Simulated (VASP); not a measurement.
**F4S: relaxation of the atoms with PBE**

The system is F4S, in a box.

```xyz
5
Lattice="12.0000 0.0000 0.0000 0.0000 11.0000 0.0000 0.0000 0.0000 12.0000" Properties=species:S:1:pos:R:3 pbc="T T T"
F     5.3929    4.9592    7.0473
F     7.4925    4.7233    6.3569
F     4.5345    5.1181    5.0400
F     6.3725    6.3238    5.3020
S     6.0214    4.8489    5.6369
```

The cell isn't the ideal one: atoms moved at random, drawn with an rms of 0.02 Å.

```json
{
  "Program": "VASP 6.6.1",
  "Task": "relaxation of the atoms",
  "Functional": "PBE",
  "Potentials or basis": "VASP PAW PBE potentials, release 64 (F, S)",
  "Cutoff": "520 eV",
  "k mesh": "1 × 1 × 1",
  "Occupations": "gaussian, width 0.01 eV",
  "Spin": "no spin polarisation",
  "Further INCAR settings": "ALGO = Normal; EDIFF = 1e-06; IBRION = 2; EDIFFG = -0.01; NSW = 60"
}
```

- Energy gained by relaxing: 25.7 meV/atom
- Ionic steps: 20
- Largest force after relaxing: 0.008 eV/Å
- Gap between the frontier levels: 5.01 eV

Forces on the atoms (eV/Å):
```
F    0.002  0.001 -0.001
F   -0.007  0.000  0.002
F    0.004  0.002  0.002
F   -0.004 -0.002  0.000
S    0.006 -0.001 -0.002
```

The path:
| step | energy change (eV) | largest force (eV/Å) | pressure (GPa) |
| --- | --- | --- | --- |
| 1 | 0.0000 | 2.0162 | 0.28 |
| 2 | 0.1538 | 4.1942 | -0.33 |
| 3 | -0.1031 | 0.6378 | 0.03 |
| 4 | -0.1264 | 0.0730 | -0.01 |
| 5 | -0.1265 | 0.0739 | -0.02 |
| 6 | -0.1269 | 0.0538 | -0.03 |
| 7 | -0.1270 | 0.1172 | -0.03 |
| 8 | -0.1273 | 0.0952 | -0.03 |
| 9 | -0.1277 | 0.0634 | -0.03 |
| 10 | -0.1277 | 0.1255 | -0.02 |
| 11 | -0.1278 | 0.0612 | -0.02 |
| 12 | -0.1280 | 0.0504 | -0.02 |
| 13 | -0.1281 | 0.0671 | -0.02 |
| 14 | -0.1283 | 0.0181 | -0.02 |
| 15 | -0.1283 | 0.0205 | -0.02 |
| 16 | -0.1283 | 0.0286 | -0.02 |
| 17 | -0.1283 | 0.0234 | -0.02 |
| 18 | -0.1283 | 0.0132 | -0.02 |
| 19 | -0.1283 | 0.0245 | -0.02 |
| 20 | -0.1283 | 0.0076 | -0.02 |

Final structure:
```
CELL_PARAMETERS angstrom
12.00000 0.00000 0.00000
0.00000 11.00000 0.00000
0.00000 0.00000 12.00000
ATOMIC_POSITIONS crystal
F 0.44939 0.45231 0.58998
F 0.62835 0.42745 0.53049
F 0.37375 0.46462 0.41614
F 0.53095 0.57722 0.44264
S 0.50204 0.43961 0.46935
```

Levels at points of the mesh, in eV from the valence-band top:
```tsv
k point	band 14	band 15	band 16	band 17	band 18	band 19	band 20	band 21
(0.00, 0.00, 0.00)	-1.76	-1.41	-1.26	0.00	5.01	6.78	8.09	8.10
```

It took 21 min on 1 thread of Intel(R) Xeon(R) Platinum 8488C (Sapphire Rapids) (shared host), peak memory 1.3 GiB.
